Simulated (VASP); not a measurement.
Runs of VASP 6.6.1 on Ti. The structure is hexagonal, space group P6_3/mmc (No. 194). Conventional cell: a = 2.936 Å, b = 2.936 Å, c = 4.641 Å, α = 90.00°, β = 90.00°, γ = 120.00°. Ti (site symmetry -6m2) has 12 Ti at 2.87 to 2.94 Å as nearest neighbours. 

```csv
task,level,potentials or basis,cell,cutoff (eV),gap on the mesh (eV),pressure (GPa),relaxed volume (Å³/atom)
relaxation of cell and atoms,PBEsol,"VASP PAW PBE potentials, release 64 (Ti_sv)",relaxed,480,none,0.0,16.67
relaxation of cell and atoms,LDA,"VASP PAW LDA potentials, release 64 (Ti_sv)",relaxed,600,none,0.0,16.08
relaxation of cell and atoms,PBEsol,"VASP PAW PBE potentials, release 64 (Ti)",relaxed,580,none,0.0,(a)
relaxation of cell and atoms,PBEsol,"VASP PAW PBE potentials, release 64 (Ti_sv)",relaxed,600,none,0.0,(b)
single point,PBEsol,"VASP PAW PBE potentials, release 64 (Ti_sv)",as given,520,none,-4.1,-
```

Alike in all rows: no spin polarisation; k mesh 18 × 18 × 10; smearing gaussian 0.1 eV.

Fill in the values left out.

(a) 16.54; (b) 16.68.

Caveats: the PAW data sets were made with another functional, which shifts forces and pressure a little (some runs).

A gap of «none» marks a metal or a gap under the smearing width.

The runs don't all hold the same shells in valence.

Runs at the PBE level aren't shown here.
